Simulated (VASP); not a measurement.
# MnSiSe3 (Pm-3m) in VASP: further runs

The runs below take MnSiSe3 through band structure, with PBEsol, RPBE, revPBE.

Program: VASP 6.6.1. These are calculated values, not measurements. Logs are shortened: lines on timing, memory, paths and dates and some standing lists are left out, and cuts for length are marked.

### Step 1. The crystal as given

Symmetry: Pm-3m, No. 221, cubic system. Conventional cell: a = 4.834 Å, b = 4.834 Å, c = 4.834 Å, α = 90.00°, β = 90.00°, γ = 90.00°. Mn (site symmetry m-3m) has 12 Se at 3.42 Å as nearest neighbours. Around Si (site symmetry m-3m) lie 6 Se at 2.42 Å. Around Se (site symmetry 4/mmm) lie 2 Si at 2.42 Å.

The cell was built by a generator and needn't be a form met in nature.

### Step 2. Band structure, PBEsol, collinear spin, ferromagnetic start

Input file INCAR:

```
SYSTEM = MnSiSe3
PREC = Accurate
ENCUT = 520
EDIFF = 1E-7
ISMEAR = -1
SIGMA = 0.05
LREAL = .False.
LASPH = .True.
NELM = 150
ALGO = Normal
ISIF = 2
LWAVE = .False.
LCHARG = .False.
ISPIN = 2
MAGMOM = 4 0 0 0 0
LORBIT = 11
LMAXMIX = 4
GGA = PS
NBANDS = 30
```

Input file KPOINTS:

```
regular mesh
0
Gamma
  5 5 5
  0 0 0
```

Input file POSCAR:

```
MnSiSe3
1.0
    4.8341200000      0.0000000000      0.0000000000
    0.0000000000      4.8341200000      0.0000000000
    0.0000000000      0.0000000000      4.8341200000
Mn Si Se
1 1 3
Direct
    0.0000000000      0.0000000000      0.0000000000
    0.5000000000      0.5000000000      0.5000000000
    0.0000000000      0.5000000000      0.5000000000
    0.5000000000      0.0000000000      0.5000000000
    0.5000000000      0.5000000000      0.0000000000
```

Input file KPOINTS_OPT:

```
path GXMGRX,MR
10
line-mode
reciprocal
 0.0000000000  0.0000000000  0.0000000000  G
 0.0000000000  0.5000000000  0.0000000000  X

 0.0000000000  0.5000000000  0.0000000000  X
 0.5000000000  0.5000000000  0.0000000000  M

 0.5000000000  0.5000000000  0.0000000000  M
 0.0000000000  0.0000000000  0.0000000000  G

 0.0000000000  0.0000000000  0.0000000000  G
 0.5000000000  0.5000000000  0.5000000000  R

 0.5000000000  0.5000000000  0.5000000000  R
 0.0000000000  0.5000000000  0.0000000000  X

 0.5000000000  0.5000000000  0.0000000000  M
 0.5000000000  0.5000000000  0.5000000000  R
```

Potentials or basis: VASP PAW PBE potentials, release 64 (Mn_pv, Si, Se).

Started as:

```sh
cat potpaw_PBE.64/Mn_pv/POTCAR potpaw_PBE.64/Si/POTCAR potpaw_PBE.64/Se/POTCAR > POTCAR
mpirun -np 1 vasp_std > vasp.out
```

OUTCAR:

```text
SYSTEM = MnSiSe3
   PREC = Accurate
   ENCUT = 520
   EDIFF = 1E-7
   ISMEAR = -1
   LREAL = .False.
   LASPH = .True.
   NELM = 150
   ISIF = 2
   ISPIN = 2
   LORBIT = 11
   GGA = PS

 ion  position               nearest neighbor table
   1  0.000  0.000  0.000-
   2  0.500  0.500  0.500-   3 2.42   4 2.42   5 2.42   5 2.42   4 2.42   3 2.42
   3  0.000  0.500  0.500-   2 2.42   2 2.42
   4  0.500  0.000  0.500-   2 2.42   2 2.42
   5  0.500  0.500  0.000-   2 2.42   2 2.42

  LATTYP: Found a simple cubic cell.
 ALAT       =     4.8341200000

  Lattice vectors:

 A1 = (   4.8341200000,   0.0000000000,   0.0000000000)
 A2 = (   0.0000000000,   4.8341200000,   0.0000000000)
 A3 = (   0.0000000000,   0.0000000000,   4.8341200000)

Analysis of symmetry for initial positions (statically):
=====================================================================
 Subroutine PRICEL returns:
 Original cell was already a primitive cell.

 Routine SETGRP: Setting up the symmetry group for a
 simple cubic supercell.

 Subroutine GETGRP returns: Found 48 space group operations
 (whereof 48 operations were pure point group operations)
 out of a pool of 48 trial point group operations.

The static configuration has the point symmetry O_h .

Analysis of symmetry for dynamics (positions and initial velocities):
=====================================================================
 Subroutine PRICEL returns:
 Original cell was already a primitive cell.

 Routine SETGRP: Setting up the symmetry group for a
 simple cubic supercell.

 Subroutine GETGRP returns: Found 48 space group operations
 (whereof 48 operations were pure point group operations)
 out of a pool of 48 trial point group operations.

The dynamic configuration has the point symmetry O_h .

Analysis of structural, dynamic, and magnetic symmetry:
=====================================================================
 Subroutine PRICEL returns:
 Original cell was already a primitive cell.

 Routine SETGRP: Setting up the symmetry group for a
 simple cubic supercell.

 Subroutine GETGRP returns: Found 48 space group operations
 (whereof 48 operations were pure point group operations)
 out of a pool of 48 trial point group operations.

The overall configuration has the point symmetry O_h .

[... 115 lines left out ...]
   LHFCALC =     F    Hartree Fock is set to
   AEXX    =    0.0000 exact exchange contribution
   IVDW    =     0    specifies the selected vdW correction
   LEPSILON=     F    determine dielectric tensor
   LRPA    =     F    only Hartree local field effects (RPA)
 spin polarized calculation
  energy-cutoff  :      520.00
  volume of cell :      112.97
 maximum number of plane-waves:      3060
 NGX is ok and might be reduce to    36
   NGX = 17   NGY = 17   NGZ = 17

 number of electron      35.0000034 magnetization       5.2919186

 Free energy of the ion-electron system (eV)
  ---------------------------------------------------
  ext. energy  EPLUGINS =         0.00000000
  ---------------------------------------------------
  free energy    TOTEN  =       -24.92390181 eV

  energy without entropy =      -24.90531938  energy(sigma->0) =      -24.91461059

 E-fermi :   4.2733     XC(G=0):  -9.8108

 val. band max:        4.2695406148   @ k =   0.4000   0.2000   0.2000
 cond. band min:       4.3421981766   @ k =   0.4000   0.2000   0.0000
 fundamental gap:      0.0726575618
 Fermi energy:         4.2732512155

 spin component 1

 k-point     1 :       0.0000    0.0000    0.0000
  band No.  band energies     occupation
      1     -46.8233      1.00000
      2     -46.8233      1.00000
      3     -46.8233      1.00000
      4     -10.7635      1.00000
      5      -7.7966      1.00000
      6      -7.7966      1.00000
[... 309 lines left out ...]
     28      10.5365      0.00000
     29      12.9949      0.00000
 Fermi energy:         4.2732512155

 spin component 2

 k-point     1 :       0.0000    0.0000    0.0000
  band No.  band energies     occupation
      1     -42.0840      1.00000
      2     -42.0840      1.00000
      3     -42.0840      1.00000
      4     -10.6768      1.00000
      5      -7.7207      1.00000
      6      -7.7207      1.00000
[... 309 lines left out ...]
     28      11.3851      0.00000
     29      13.4231      0.00000
 [bands above 29 left out]

------------------------ aborting loop because EDIFF is reached ----------------------------------------

  FORCE on cell =-STRESS in cart. coord.  units (eV):
  Direction    XX          YY          ZZ          XY          YZ          ZX
  --------------------------------------------------------------------------------------
  -------------------------------------------------------------------------------------
  Total       -1.7456950     -1.7456950     -1.7456950     -0.0000000     -0.0000000      0.0000000
  in kB      -24.7586328    -24.7586328    -24.7586328     -0.0000000     -0.0000000      0.0000000
  external PRESSURE =     -24.7586328 kB  Pullay stress =       0.0000000 kB

 VOLUME and BASIS-vectors are now :
 -----------------------------------------------------------------------------
  energy-cutoff  :      520.00
  volume of cell :      112.97
      direct lattice vectors                 reciprocal lattice vectors
     4.834120000  0.000000000  0.000000000     0.206862883  0.000000000  0.000000000
     0.000000000  4.834120000  0.000000000     0.000000000  0.206862883  0.000000000
     0.000000000  0.000000000  4.834120000     0.000000000  0.000000000  0.206862883

 POSITION                                       TOTAL-FORCE (eV/Angst)
 -----------------------------------------------------------------------------------
      0.00000      0.00000      0.00000         0.000000      0.000000      0.000000
      2.41706      2.41706      2.41706         0.000000      0.000000      0.000000
      0.00000      2.41706      2.41706         0.000000      0.000000      0.000000
      2.41706      0.00000      2.41706         0.000000      0.000000      0.000000
      2.41706      2.41706      0.00000         0.000000      0.000000      0.000000
 -----------------------------------------------------------------------------------
    total drift:                                0.000000      0.000000      0.000000

  FREE ENERGIE OF THE ION-ELECTRON SYSTEM (eV)
  ---------------------------------------------------
  free  energy   TOTEN  =       -24.9239018070 eV

  energy  without entropy=      -24.9053193826  energy(sigma->0) =      -24.91461059

 total charge

# of ion       s       p       d       tot
------------------------------------------
    1        0.185   6.046   4.862  11.092
    2        0.793   0.724   0.000   1.517
    3        1.480   2.290   0.042   3.812
    4        1.480   2.290   0.042   3.812
    5        1.480   2.290   0.042   3.812
--------------------------------------------------
tot          5.417  13.639   4.988  24.044

 magnetization (x)

# of ion       s       p       d       tot
------------------------------------------
    1        0.082   0.017   4.405   4.505
    2        0.023   0.027   0.000   0.050
    3        0.004   0.050   0.004   0.059
    4        0.004   0.050   0.004   0.059
    5        0.004   0.050   0.004   0.059
--------------------------------------------------
tot          0.118   0.195   4.418   4.732
```

Wall time 2.3 min (1 thread of Intel Xeon Platinum 8488C (Sapphire Rapids), shared host); peak memory 0.28 GiB.

What came out:

```yaml
Free_energy: -24.9239 eV
Pressure: -2.5 GPa
Band_gap_along_the_path: none (metal or under the smearing width)
Net_moment: 5.29 μB per cell
Site_moments: Mn +4.50; Si +0.05; Se +0.06 μB
Valence_electrons_inside_the_program's_atomic_spheres: Mn 11.09; Si 1.52; Se 3.81
```

Levels at the corners of the path, in eV from the Fermi level:
Spin up:
```tsv
point	band 16	band 17	band 18	band 19	band 20	band 21	band 22	band 23	band 24	band 25
Γ	-1.04	-1.04	-1.04	-1.01	-1.01	-1.01	-0.37	4.53	4.53	4.53
X	-2.44	-2.44	-1.28	-0.62	-0.62	0.73	0.82	3.46	4.39	4.82
X	-2.44	-2.44	-1.28	-0.62	-0.62	0.73	0.82	3.46	4.39	4.82
M	-2.51	-1.70	-1.70	-1.60	0.70	1.37	2.04	2.04	3.05	3.30
M	-2.51	-1.70	-1.70	-1.60	0.70	1.37	2.04	2.04	3.05	3.30
Γ	-1.04	-1.04	-1.04	-1.01	-1.01	-1.01	-0.37	4.53	4.53	4.53
Γ	-1.04	-1.04	-1.04	-1.01	-1.01	-1.01	-0.37	4.53	4.53	4.53
R	-1.55	-1.55	-1.22	0.66	0.66	0.66	1.79	1.79	1.79	5.37
R	-1.55	-1.55	-1.22	0.66	0.66	0.66	1.79	1.79	1.79	5.37
X	-2.44	-2.44	-1.28	-0.62	-0.62	0.73	0.82	3.46	4.39	4.82
M	-2.51	-1.70	-1.70	-1.60	0.70	1.37	2.04	2.04	3.05	3.30
R	-1.55	-1.55	-1.22	0.66	0.66	0.66	1.79	1.79	1.79	5.37
```
Spin down:
| point | band 12 | band 13 | band 14 | band 15 | band 16 | band 17 | band 18 | band 19 |
| --- | --- | --- | --- | --- | --- | --- | --- | --- |
| Γ | -0.97 | -0.97 | -0.85 | -0.85 | -0.85 | 0.63 | 0.63 | 0.66 |
| X | -2.30 | -1.95 | -1.05 | -1.05 | 0.73 | 0.76 | 0.91 | 1.33 |
| X | -2.30 | -1.95 | -1.05 | -1.05 | 0.73 | 0.76 | 0.91 | 1.33 |
| M | -2.33 | -2.33 | -1.53 | 0.29 | 0.72 | 0.83 | 1.26 | 1.26 |
| M | -2.33 | -2.33 | -1.53 | 0.29 | 0.72 | 0.83 | 1.26 | 1.26 |
| Γ | -0.97 | -0.97 | -0.85 | -0.85 | -0.85 | 0.63 | 0.63 | 0.66 |
| Γ | -0.97 | -0.97 | -0.85 | -0.85 | -0.85 | 0.63 | 0.63 | 0.66 |
| R | -1.49 | 0.18 | 0.74 | 0.74 | 0.74 | 0.80 | 0.80 | 0.80 |
| R | -1.49 | 0.18 | 0.74 | 0.74 | 0.74 | 0.80 | 0.80 | 0.80 |
| X | -2.30 | -1.95 | -1.05 | -1.05 | 0.73 | 0.76 | 0.91 | 1.33 |
| M | -2.33 | -2.33 | -1.53 | 0.29 | 0.72 | 0.83 | 1.26 | 1.26 |
| R | -1.49 | 0.18 | 0.74 | 0.74 | 0.74 | 0.80 | 0.80 | 0.80 |

Caveat: the PAW data sets were made with another functional, which shifts forces and pressure a little; a cell with one magnetic atom can't hold antiferromagnetic order, which such compounds often take; semilocal functionals often make such compounds metallic where correlation or magnetic order opens a gap, which also shifts bond lengths.

### Step 3. Band structure, RPBE, collinear spin, ferromagnetic start

INCAR: that of step 2 with these lines changed.

```diff
@@ -17,3 +17,3 @@
 LMAXMIX = 4
-GGA = PS
+GGA = RP
 NBANDS = 30
```

KPOINTS is that of step 2.

POSCAR is that of step 2.

KPOINTS_OPT is that of step 2.

Potentials or basis: VASP PAW PBE potentials, release 64 (Mn_pv, Si, Se).

Started as:

```sh
cat potpaw_PBE.64/Mn_pv/POTCAR potpaw_PBE.64/Si/POTCAR potpaw_PBE.64/Se/POTCAR > POTCAR
mpirun -np 1 vasp_std > vasp.out
```

Wall time 2.4 min (1 thread of Intel Xeon Platinum 8488C (Sapphire Rapids), shared host); peak memory 0.29 GiB.

Results (log left out):

```yaml
Free_energy: -21.5073 eV
Pressure: 1.7 GPa
Band_gap_along_the_path: none (metal or under the smearing width)
Net_moment: 5.28 μB per cell
Site_moments: Mn +4.52; Si +0.06; Se +0.06 μB
Valence_electrons_inside_the_program's_atomic_spheres: Mn 11.09; Si 1.51; Se 3.83
```

Levels at the corners of the path, in eV from the Fermi level:
Spin up:
```csv
point,band 18,band 19,band 20,band 21,band 22,band 23
Γ,-1.06,-1.02,-1.02,-1.02,-0.27,4.56
X,-1.32,-0.66,-0.66,0.74,0.84,3.59
X,-1.32,-0.66,-0.66,0.74,0.84,3.59
M,-1.75,-1.62,0.65,1.40,2.04,2.04
M,-1.75,-1.62,0.65,1.40,2.04,2.04
Γ,-1.06,-1.02,-1.02,-1.02,-0.27,4.56
Γ,-1.06,-1.02,-1.02,-1.02,-0.27,4.56
R,-1.14,0.62,0.62,0.62,1.79,1.79
R,-1.14,0.62,0.62,0.62,1.79,1.79
X,-1.32,-0.66,-0.66,0.74,0.84,3.59
M,-1.75,-1.62,0.65,1.40,2.04,2.04
R,-1.14,0.62,0.62,0.62,1.79,1.79
```
Spin down:
```tsv
point	band 11	band 12	band 13	band 14	band 15	band 16	band 17	band 18	band 19	band 20
Γ	-1.01	-1.01	-1.01	-0.88	-0.88	-0.88	0.65	0.65	0.66	0.66
X	-2.33	-2.33	-1.96	-1.08	-1.08	0.72	0.77	0.92	1.31	1.31
X	-2.33	-2.33	-1.96	-1.08	-1.08	0.72	0.77	0.92	1.31	1.31
M	-2.36	-2.36	-2.36	-1.55	0.25	0.72	0.84	1.24	1.24	1.40
M	-2.36	-2.36	-2.36	-1.55	0.25	0.72	0.84	1.24	1.24	1.40
Γ	-1.01	-1.01	-1.01	-0.88	-0.88	-0.88	0.65	0.65	0.66	0.66
Γ	-1.01	-1.01	-1.01	-0.88	-0.88	-0.88	0.65	0.65	0.66	0.66
R	-1.51	-1.51	0.32	0.68	0.68	0.68	0.80	0.80	0.80	0.92
R	-1.51	-1.51	0.32	0.68	0.68	0.68	0.80	0.80	0.80	0.92
X	-2.33	-2.33	-1.96	-1.08	-1.08	0.72	0.77	0.92	1.31	1.31
M	-2.36	-2.36	-2.36	-1.55	0.25	0.72	0.84	1.24	1.24	1.40
R	-1.51	-1.51	0.32	0.68	0.68	0.68	0.80	0.80	0.80	0.92
```

Caveat: the PAW data sets were made with another functional, which shifts forces and pressure a little; a cell with one magnetic atom can't hold antiferromagnetic order, which such compounds often take; semilocal functionals often make such compounds metallic where correlation or magnetic order opens a gap, which also shifts bond lengths.

(Part 1 of 2 ends here.)
